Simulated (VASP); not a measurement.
Computed with PBEsol GGA, VASP's PBE PAW potentials (set 64) (plane waves; VASP).

Input for VASP

**KPOINTS**
```
Automatic mesh
0
Gamma
8 8 5
0 0 0
```

INCAR:
```
! general
SYSTEM    =  AlN
PREC      =  Accurate
ENCUT     =  520
LREAL     =  .False.
LASPH     =  .True.

! electronic loop
EDIFF     =  1E-8
NELM      =  100
ALGO      =  Normal

! smearing
ISMEAR    =  0
SIGMA     =  0.01

! functional
GGA       =  PS

! ions
IBRION    =  8
NSW       =  1

! output
LWAVE     =  .False.
LCHARG    =  .False.

! other
LEPSILON  =  .True.
```

File POSCAR:
```
AlN
1
    1.5566497979    -2.6961965337     0.0000000000
    1.5566497979     2.6961965337     0.0000000000
    0.0000000000     0.0000000000     4.9837267432
Al N
2 2
Direct
  0.6666670000   0.3333330000   0.5000242274
  0.3333330000   0.6666670000   0.0000242274
  0.6666670000   0.3333330000   0.8819757726
  0.3333330000   0.6666670000   0.3819757726
```

POTCAR, in this order: Al N (PBE.64 set). Program: vasp_std.

What VASP printed:

**OUTCAR**
```


 HEAD OF MICROSCOPIC STATIC DIELECTRIC TENSOR (INDEPENDENT PARTICLE, excluding Hartree and local field effects)
 ------------------------------------------------------
           4.679657     0.000000     0.000000
           0.000000     4.679657     0.000000
           0.000000     0.000000     4.889844
 ------------------------------------------------------

 MACROSCOPIC STATIC DIELECTRIC TENSOR (including local field effects in DFT)
 ------------------------------------------------------
           4.493412     0.000000     0.000000
          -0.000000     4.493412     0.000000
           0.000000     0.000000     4.720635
 ------------------------------------------------------

 PIEZOELECTRIC TENSOR (including local field effects)  for field in x, y, z        (e  Angst)
          XX          YY          ZZ          XY          YZ          ZX
  --------------------------------------------------------------------------------
  x    -0.00000     0.00000     0.00000     0.00000     0.00000     0.87124
  y     0.00000     0.00000     0.00000     0.00000     0.87124     0.00000
  z     0.67151     0.67151    -1.01497     0.00000     0.00000     0.00000

 PIEZOELECTRIC TENSOR (including local field effects)  for field in x, y, z        (C/m^2)
          XX          YY          ZZ          XY          YZ          ZX
  --------------------------------------------------------------------------------
  x    -0.00000     0.00000     0.00000     0.00000     0.00000     0.33367
  y     0.00000     0.00000     0.00000     0.00000     0.33367     0.00000
  z     0.25718     0.25718    -0.38872     0.00000     0.00000     0.00000

 BORN EFFECTIVE CHARGES (including local field effects) (in |e|, cummulative output)
 ---------------------------------------------------------------------------------
 ion    1
    1     2.51231     0.00000     0.00000
    2     0.00000     2.51231     0.00000
    3    -0.00000    -0.00000     2.67595
 ion    2
    1     2.51231    -0.00000     0.00000
    2     0.00000     2.51231     0.00000
    3     0.00000     0.00000     2.67595
 ion    3
    1    -2.51231     0.00000    -0.00000
    2     0.00000    -2.51231     0.00000
    3     0.00000     0.00000    -2.67595
 ion    4
    1    -2.51231     0.00000     0.00000
    2     0.00000    -2.51231     0.00000
    3     0.00000     0.00000    -2.67595
```
(Selected blocks of OUTCAR.)

The compound is AlN in the wurtzite structure. It was relaxed first.
